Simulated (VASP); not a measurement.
A VASP calculation is set up with these files.

**KPOINTS**
```
Automatic mesh
0
Gamma
9 9 9
0 0 0
```

### POSCAR
```
S
1
    2.6113900000     0.0000000000     0.0000000000
    0.0000000000     2.6113900000     0.0000000000
    0.0000000000     0.0000000000     2.6113900000
S
1
Direct
  0.0000000000   0.0000000000   0.0000000000
```

### INCAR
```
ALGO = Normal
EDIFF = 1E-6
EDIFFG = -0.01
ENCUT = 400
IBRION = 2
ISIF = 3
ISMEAR = 0
LASPH = .TRUE.
LCHARG = .FALSE.
LMIXTAU = .TRUE.
LREAL = .FALSE.
LWAVE = .FALSE.
METAGGA = R2SCAN
NELM = 100
NSW = 60
PREC = Accurate
SIGMA = 0.05
SYSTEM = S
```

POTCAR, in this order: S (PBE.64 set). Program: vasp_std.

Task: Write an equivalent input for Ansatz.

Result: One equivalent input (not run):
Ansatz 0.2 input:
```yaml
crystal:
  lattice:
    - [2.6113900, 0.0000000, 0.0000000]
    - [0.0000000, 2.6113900, 0.0000000]
    - [0.0000000, 0.0000000, 2.6113900]
  atoms:
    - { symbol: S, position: [0.0000000, 0.0000000, 0.0000000] }
kpoints:
  mp_grid: { grid: [9, 9, 9] }
hamiltonian:
  xc: r2scan
  pseudopotentials: { kind: paw }
scf:
  occupations: { method: gaussian, width: 0.05 }
  max_iter: 100
relax:
  max_steps: 60
  f_tol: 0.01
  cell: {}
output: { forces: true, stress: true, eigenvalues: true }
```
What does not carry over: each code has its own PAW files, so the cut-off isn't converted (ENCUT is set for VASP's; basis.ecutwfc is left out, and Ansatz then takes the one that its files recommend); Ansatz stops its SCF on the density residual and VASP on the energy change (EDIFF).

The structure was generated: S was put into the simple-cubic type (Pm-3m), which need not be its known phase. This run relaxes it. Symmetry was kept, so distortions that lower it aren't found.
